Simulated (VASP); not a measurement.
A convergence study with VASP on LiF (rock salt): one setting is varied, all else stays as given below, so the limit is that of these other settings.

```
LiF
1.0
    0.00000     2.01500     2.01500
    2.01500     0.00000     2.01500
    2.01500     2.01500     0.00000
Li F
1 1
Direct
  0.00000   0.00000   0.00000
  0.50000   0.50000   0.50000
```

The numbers are results of PBE GGA, VASP's PBE PAW potentials (set 64) (plane waves; VASP 6.6.1), not measurements. The tightest run used: 700 eV cut-off, 21×21×21 Γ-centred mesh, Gaussian smearing of 0.050 eV, potentials Li_sv F.

| setting | E (eV/atom) | pressure (GPa) | irreducible k-points |
|---|---|---|---|
| 1×1×1 mesh | -1.4711 | 78.94 | 1 |
| 2×2×2 mesh | -4.6576 | 6.46 | 3 |
| 3×3×3 mesh | -4.8117 | 1.49 | 4 |

Task: These are the cheaper rows. Estimate the results at 21×21×21 mesh, and how far the last row shown lies from them.

Result: 
```tsv
quantity	tightest run	last row shown is off by
E (eV/atom)	-4.8215	0.0099
pressure (GPa)	1.10	0.40
```

Left out are rungs that failed or repeat a setting and relaxations that didn't move; long series are thinned to 24 rows.

The compound is LiF in the rock salt structure. The cell was not relaxed at this level.
